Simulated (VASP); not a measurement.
A VASP calculation is set up with these files.

POSCAR:
```
TiB2
1
    1.5453000000    -2.6765380000     0.0000000000
    1.5453000000     2.6765380000     0.0000000000
    0.0000000000     0.0000000000     3.2946000000
Ti B
1 2
Direct
  0.0000000000   0.0000000000   0.0000000000
  0.3333330000   0.6666670000   0.5000000000
  0.6666670000   0.3333330000   0.5000000000
```

### INCAR
```
SYSTEM = TiB2
PREC = Accurate
ENCUT = 520
EDIFF = 1E-6
NELM = 100
ALGO = Normal
LREAL = .FALSE.
LASPH = .TRUE.
ISMEAR = 0
SIGMA = 0.001
GGA = PE
LMAXMIX = 4
LWAVE = .FALSE.
LCHARG = .FALSE.
ISIF = 2
```

KPOINTS:
```
Automatic mesh
0
Gamma
3 3 2
0 0 0
```

POTCAR, in this order: Ti_sv B (PBE.64 set). Program: vasp_std.

The resulting files:

### standard output
```
 POSCAR found type information on POSCAR TiB
 POSCAR found :  2 types and       3 ions
 Reading from existing POTCAR
 Reading from existing POTCAR
 LDA part: xc-table for (Slater+PW92), standard interpolation
 POSCAR, INCAR and KPOINTS ok, starting setup
 WAVECAR not read
 entering main loop
       N       E                     dE             d eps       ncg     rms          rms(c)
DAV:   1     0.126489781581E+03    0.12649E+03   -0.97135E+03   156   0.156E+03
DAV:   2    -0.161047242011E+02   -0.14259E+03   -0.13644E+03   156   0.380E+02
DAV:   3    -0.292967777129E+02   -0.13192E+02   -0.13027E+02   244   0.948E+01
DAV:   4    -0.296883113114E+02   -0.39153E+00   -0.39105E+00   189   0.145E+01
DAV:   5    -0.297040429059E+02   -0.15732E-01   -0.15677E-01   217   0.264E+00    0.157E+01
DAV:   6    -0.243058777524E+02    0.53982E+01   -0.27259E+01   218   0.577E+01    0.372E+00
DAV:   7    -0.243506474425E+02   -0.44770E-01   -0.19259E+00   197   0.161E+01    0.300E+00
DAV:   8    -0.244021965667E+02   -0.51549E-01   -0.75334E-01   224   0.825E+00    0.214E+00
DAV:   9    -0.243312098515E+02    0.70987E-01   -0.61022E-01   205   0.901E+00    0.827E-01
DAV:  10    -0.243173308989E+02    0.13879E-01   -0.32097E-02   210   0.222E+00    0.236E-01
DAV:  11    -0.243162572926E+02    0.10736E-02   -0.19182E-03   204   0.443E-01    0.146E-01
DAV:  12    -0.243155958394E+02    0.66145E-03   -0.23253E-03   229   0.540E-01    0.183E-02
DAV:  13    -0.243155935490E+02    0.22904E-05   -0.87267E-05   179   0.926E-02    0.716E-03
DAV:  14    -0.243155943484E+02   -0.79936E-06   -0.18589E-06   152   0.129E-02
   1 F= -.24315594E+02 E0= -.24315563E+02  d E =-.626751E-04
```

### OUTCAR
```
------------------------ aborting loop because EDIFF is reached ----------------------------------------
  FORCE on cell =-STRESS in cart. coord.  units (eV):
  Direction    XX          YY          ZZ          XY          YZ          ZX
  --------------------------------------------------------------------------------------
  Total       -2.4977396     -2.4977393     -2.1414338      0.0000000      0.0000000      0.0000000
  in kB     -146.8381237   -146.8381113   -125.8914753      0.0000000      0.0000000      0.0000000
  external PRESSURE =    -139.8559034 kB  Pullay stress =       0.0000000 kB
  volume of cell :       27.25
      direct lattice vectors                 reciprocal lattice vectors
     1.545300000 -2.676538000  0.000000000     0.323561768 -0.186808482  0.000000000
     1.545300000  2.676538000  0.000000000     0.323561768  0.186808482  0.000000000
     0.000000000  0.000000000  3.294600000     0.000000000  0.000000000  0.303526984
 POSITION                                       TOTAL-FORCE (eV/Angst)
 -----------------------------------------------------------------------------------
      0.00000      0.00000      0.00000         0.000000     -0.000000     -0.000000
      1.54530      0.89218      1.64730        -0.000000      0.000000     -0.000000
      1.54530     -0.89218      1.64730         0.000000     -0.000000      0.000000
 -----------------------------------------------------------------------------------
    total drift:                                0.000000     -0.000000      0.000000
  FREE ENERGIE OF THE ION-ELECTRON SYSTEM (eV)
  ---------------------------------------------------
  free  energy   TOTEN  =       -24.3155943484 eV

  energy  without entropy=      -24.3155316733  energy(sigma->0) =      -24.31556301
```
(Selected blocks of OUTCAR.)

Task: The run ends quietly. Is anything wrong with it?

Result: The cause: a metal was run with a tiny SIGMA on a coarse mesh. The run ends without an error. Against the sound run, the energy per atom (σ→0) goes up by 0.015 eV/atom; the pressure decreases by 0.61 GPa. To mend it, set ISMEAR = 1, set SIGMA = 0.1, correct KPOINTS.
### KPOINTS
```
Automatic mesh
0
Gamma
9 9 7
0 0 0
```
The mended run (PBE GGA, plane waves, VASP's PBE PAW potentials (set 64)) converges, and its OSZICAR ends with
```
   1 F= -.24361789E+02 E0= -.24362037E+02  d E =0.744626E-03
```

The compound is TiB2 in the AlB2 type structure. The cell was not relaxed at this level.
